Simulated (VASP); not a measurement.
# MgO: energy against volume

MgO (rock salt, Fm-3m, 9.227 Å³/atom and stress up to 0.22 GPa in the relaxed cell, cube axes along x, y and z) under an equal strain ε along all three axes. r2SCAN in VASP (plane waves, PAW), 600 eV, 12×12×12 Γ-centred mesh, Gaussian smearing 0.05 eV; ions are relaxed, or left where forces stay under 0.02 eV/Å, within the symmetry of each cell.

Here V stands for volume and E for E less E0.

```csv
volume (Å³/atom),E less E0 (meV/atom),pressure (GPa)
8.4209,?,?
8.6840,19.57,11.50
8.8176,10.97,8.28
8.9526,4.91,5.26
9.0889,1.29,2.43
9.2266,0.00,-0.22
9.3657,0.94,-2.69
9.5062,3.99,-5.00
9.6481,9.06,-7.16
9.7914,16.05,-9.18
```

Taking the third-order Birch-Murnaghan form, a cubic in V^(-2/3) for E over the 9 complete rows: With u = V^(-2/3) - 0.227, the rows have u = 0.009694, 0.007297, 0.004935, 0.002611, 0.000321, -0.001936, -0.004159, -0.006349, -0.008507. Least squares gives E = 0.005 - 66.74·u + 214469·u² + 66954·u³. Residuals (row less fit): -0.003, 0.006, 0.003, -0.004, -0.006, 0.002, 0.003, 0.003, -0.002; standard error 0.005 (degrees of freedom: 5). Its minimum lies at u = 0.000156, so V0 = (0.227156)^(-3/2) = 9.237. There d²E/du² = 429000 and d³E/du³ = 401700, so B0 = (4/9) × 9.237^(-7/3) × 429000 × 0.160218 = 171 GPa (the last factor turns the table's units into GPa), and B0' = 4 + (2/3) × 0.227156 × (401700)/429000 = 4.1. B0' rests on the cubic coefficient alone and has a standard error of 0.1 from these residuals.

What does the fit predict for E at V = 8.4209, and how far is the calculated value from it?

u = 0.014599, so E = 0.005 - 66.74 × 0.014599 + 214469 × 0.014599² + 66954 × 0.014599³ = 44.949 meV/atom. The calculation gives 44.96 meV/atom, 0.011 meV/atom above the prediction (0.0 % of the range of E in the table). The row lies outside the fitted rows, so this is an extrapolation. The scatter of the fitted rows lies at the last printed digit.

Other structures, which can take over under pressure, weren't tried. The same form fitted to the pressure column gives B0' = 4.1; series where the two differ by over 0.4 aren't shown. Rows are the converged runs of the series near zero and its far end, less any whose ions stayed unrelaxed beside relaxed ones; series whose fitted rows scatter by over a few per cent of the range, as at a crossing or softening among them, aren't shown in this form.
